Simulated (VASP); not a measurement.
Data:

```
CELL_PARAMETERS angstrom
      0.00000     2.03885     2.03885
      2.03885     0.00000     2.03885
      2.03885     2.03885     0.00000
ATOMIC_POSITIONS crystal
  Li 0.00000 0.00000 0.00000
  H  0.50000 0.50000 0.50000
```

These are AM05 GGA, VASP's PBE PAW potentials (set 64) (plane waves; VASP) values and carry that method's errors. Numerical set-up: 520 eV cut-off, 11×11×11 Γ-centred mesh, Gaussian smearing of 0.050 eV, potentials Li_sv H.

Task: Estimate the energy per atom (σ→0), pressure.

Result: 
The energy per atom (σ→0) is -2.984 eV/atom and the pressure is -19.1 kbar.

The compound is LiH in the rock salt structure. This cell is one point of a volume scan, at 1.06 of the reference volume.
